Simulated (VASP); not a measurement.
Cost and result of VASP (PAW) for the bulk modulus of Mg (hcp). Static lattice, third-order Birch-Murnaghan fit over five volumes. The cost counts the five points of the equation of state, each on the mesh and cut-off of its row, so the ratios hold those differences too. With PBE it took about 3 core-minutes. Costs are core time on shared hosts, one run each; read them as rough ratios.

Measured: 38.6 GPa at 0 K (as given by K. Lejaeghere et al., Critical reviews in solid state and materials sciences/CRC critical reviews in solid state and materials sciences (2013), arXiv:1204.2733; extrapolated to 0 K and zero-point effects removed (source: thermally corrected experimental values)).

| level | k-mesh | cut-off (eV) | bulk modulus (GPa) | error (%) | cost over PBE |
|---|---|---|---|---|---|
| LDA | 13×13×7 | 520 | 40.6 | +5.1 | within a factor of 2 |
| PBE | 13×13×7 | 520 | 35.9 | -7.0 | reference |
| PBEsol | 13×13×7 | 520 | 37.6 | -2.7 | within a factor of 2 |
| r2SCAN | 13×13×7 | 520 | 40.8 | +5.7 | about 7 times |

Within 3 % of the measurement lie PBEsol; PBEsol stands at the low end of their costs, within a factor of 2 against PBE.

Left out are levels that failed, ran on another kind of processor or have no fit band path; at most nine are shown.

The compound is Mg in the hcp structure.
